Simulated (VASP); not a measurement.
Rb3Sr under changes of volume

One of the cells (82.309 Å³/atom); the others are scaled copies at fixed shape and fractional positions:

```
CELL_PARAMETERS angstrom
-3.43437 3.43437 6.97837
3.43437 -3.43437 6.97837
3.43437 3.43437 -6.97837
ATOMIC_POSITIONS crystal
Sr 0.00000 0.00000 0.00000
Rb 0.50000 0.50000 0.00000
Rb 0.25000 0.75000 0.50000
Rb 0.75000 0.25000 0.50000
```

The cell comes from a database or a generator and needn't be the stable form of this composition.

```yaml
Program: VASP 6.6.1
Functional: PBE
Potentials_or_basis: VASP PAW PBE potentials, release 64 (Sr_sv, Rb_sv)
Cutoff: 520 eV
k_mesh: 6 × 6 × 6
Occupations: fermi-dirac, width 0.05 eV
Spin: no spin polarisation
```

| volume (Å³/atom) | energy over the lowest point (meV/atom) | pressure (GPa) |
| --- | --- | --- |
| 75.853 | 2.81 | 0.2 |
| 77.467 | 0.94 | 0.1 |
| 79.081 | 0.00 | 0.0 |
| 82.309 | 0.61 | -0.1 |
| 83.923 | ? | ? |
| 85.537 | 4.05 | -0.2 |

Task: What does the run at 83.923 Å³/atom give?

Result: Energy over the lowest point 2.01 meV/atom; pressure -0.2 GPa.

Worked out: A Birch-Murnaghan fit of order 3 (a polynomial in V^(-2/3)) to the other rows has its minimum at 80.05 Å³/atom with B0 = V·E''(V) = 4.0 GPa and B' = 3.6 at fixed shape and positions, which overstates the stiffness. It gives 2.01 meV/atom at 83.923 Å³/atom, against the run's 2.01, and -dE/dV = -0.2 GPa, against -0.2.

Energies are extrapolated to zero smearing.
